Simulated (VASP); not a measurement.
VASP runs on Gd (hcp) share one base input (PBE GGA, plane waves, VASP's PBE PAW potentials (set 64)) and change the settings named in each case.

### INCAR
```
# general
SYSTEM  = Gd
PREC    = Accurate
ENCUT   = 400   # plane-wave cut-off (eV)
LREAL   = .False.
LASPH   = .True.

# electronic loop
EDIFF   = 1E-6   # SCF stop (eV)
NELM    = 100   # most electronic steps
ALGO    = Normal   # blocked Davidson
LMAXMIX = 6

# smearing
ISMEAR  = 1   # Methfessel-Paxton
SIGMA   = 0.1

# functional
GGA     = PE   # PBE

# ions
ISIF    = 2

# output
LWAVE   = .False.
LCHARG  = .False.
```

File POSCAR:
```
Gd
1
    1.8513000000    -3.2065450000     0.0000000000
    1.8513000000     3.2065450000     0.0000000000
    0.0000000000     0.0000000000     5.8956000000
Gd
2
Direct
  0.3333330000   0.6666670000   0.2500000000
  0.6666670000   0.3333330000   0.7500000000
```

File KPOINTS:
```
Automatic mesh
0
Gamma
 10 10 6
0 0 0
```

POTCAR, in this order: Gd_3 (PBE.64 set). Program: vasp_std.

| change | E(σ→0) (eV/atom) | plane waves |
|---|---|---|
| base run | -4.5669 | 1294 |
| ENCUT = 200 | -4.5601 | 482 |
| ENCUT = 350 | -4.5666 | 1085 |
| ENCUT = 450 | -4.5670 | 1542 |
| ENCUT = 600 | -4.5672 | 2388 |
| ENCUT = 700 | -4.5672 | 2965 |
| ENCUT = 750 | -4.5672 | 3287 |
 The 4f electrons are frozen in the core of the lanthanide potential, so 4f levels, which can set the real gap, and their magnetism are missing.

Left out are runs that ran out of time, are held back, or changed the cell or the kind of run, fixed moments of cells without a moment, rows past the twelfth, gaps on odd meshes, pressures of charged cells and columns that move by less than the noise.

The compound is Gd in the hcp structure. The cell was not relaxed at this level.
